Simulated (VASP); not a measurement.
Given:

```
CELL_PARAMETERS angstrom
      3.22341     0.00000     0.00000
      0.00000     3.22341     0.00000
      0.00000     0.00000     3.22341
ATOMIC_POSITIONS crystal
  Sm 0.00000 0.00000 0.00000
```

These are r2SCAN meta-GGA, VASP's PBE PAW potentials (set 64) (plane waves; VASP) values and carry that method's errors. Numerical set-up: 400 eV cut-off, 13×13×13 Γ-centred mesh, tetrahedra with Blöchl corrections, potentials Sm_3.

The 4f electrons are frozen in the core of the lanthanide potential, so 4f levels, which can set the real gap, and their magnetism are missing.

**Question.** Give the energies of bands 5 to 8 at the high-symmetry points, in eV from the Fermi level.

**Answer.** 
| band | Γ | X | M | R |
|---|---|---|---|---|
| 5 | -4.29 | -1.43 | -2.60 | -1.08 |
| 6 | -1.05 | -0.17 | 0.35 | -1.08 |
| 7 | -1.05 | 0.83 | 3.80 | -1.08 |
| 8 | 6.41 | 3.06 | 3.80 | 5.39 |

It has no gap at this level: it comes out as a metal or semimetal.

The structure was generated: Sm was put into the simple-cubic type (Pm-3m), which need not be its known phase. It was relaxed first, which changed the volume by -10 %.
